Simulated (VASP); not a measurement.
A convergence study with VASP on HfO$_{2}$ (fluorite): a few settings are varied, all else stays as given below, so the limit is that of these other settings. The cell's lengths are 1 % over those of the tabulated start and one atom is moved, so it is off equilibrium.

```
HfO2
1.0
    0.00000     2.56540     2.56540
    2.56540     0.00000     2.56540
    2.56540     2.56540     0.00000
Hf O
1 2
Direct
  0.00000   0.00000   0.00000
  0.25000   0.25000   0.25000
  0.73819   0.76181   0.76181
```

Level of theory: LDA (Ceperley-Alder, Perdew-Zunger), VASP's LDA PAW potentials (set 64) (plane waves; VASP 6.6.1). The last row used: 700 eV cut-off, 6×6×6 Γ-centred mesh, Gaussian smearing of 0.050 eV, potentials Hf_pv O.

```csv
setting,E (eV/atom),pressure (GPa),largest force (eV/Å),electronic steps
"ALGO = Normal, EDIFF = 1E-2",-10.9564,-21.16,0.532,10
"ALGO = Normal, EDIFF = 1E-3",-10.9564,-21.11,0.533,10
"ALGO = Normal, EDIFF = 1E-4",-10.9564,-21.18,0.536,11
"ALGO = Normal, EDIFF = 1E-5",-10.9564,-21.16,0.535,12
"ALGO = Normal, EDIFF = 1E-6",-10.9564,-21.16,0.535,12
"ALGO = Normal, EDIFF = 1E-8",-10.9564,-21.17,0.535,14
"ALGO = Normal, EDIFF = 1E-9",-10.9564,-21.17,0.535,15
"ALGO = Fast, EDIFF = 1E-2",-10.9568,-21.87,0.535,10
"ALGO = Fast, EDIFF = 1E-3",-10.9564,-21.17,0.534,12
"ALGO = Fast, EDIFF = 1E-4",-10.9564,-21.15,0.535,13
"ALGO = Fast, EDIFF = 1E-5",-10.9564,-21.08,0.535,14
"ALGO = Fast, EDIFF = 1E-6",-10.9564,-21.11,0.535,15
"ALGO = Fast, EDIFF = 1E-7",-10.9564,-21.17,0.535,19
"ALGO = Fast, EDIFF = 1E-8",-10.9564,-21.17,0.535,20
"ALGO = Fast, EDIFF = 1E-9",-10.9564,-21.17,0.535,22
"ALGO = All, EDIFF = 1E-2",-10.9560,-21.38,0.545,12
"ALGO = All, EDIFF = 1E-3",-10.9563,-21.36,0.536,13
"ALGO = All, EDIFF = 1E-4",-10.9564,-21.16,0.534,15
"ALGO = All, EDIFF = 1E-5",-10.9564,-21.17,0.535,17
"ALGO = All, EDIFF = 1E-6",-10.9564,-21.17,0.535,19
"ALGO = All, EDIFF = 1E-7",-10.9564,-21.17,0.535,20
"ALGO = All, EDIFF = 1E-8",-10.9564,-21.17,0.535,22
"ALGO = All, EDIFF = 1E-9",-10.9564,-21.17,0.535,24
```

Left out are rungs that failed or repeat a setting and relaxations that didn't move; long series are thinned to 24 rows.

The compound is HfO2 in the fluorite structure, the high-temperature cubic form, which is unstable at 0 K; the monoclinic form is the stable one. The cell was not relaxed at this level, it is distorted from the ideal structure.
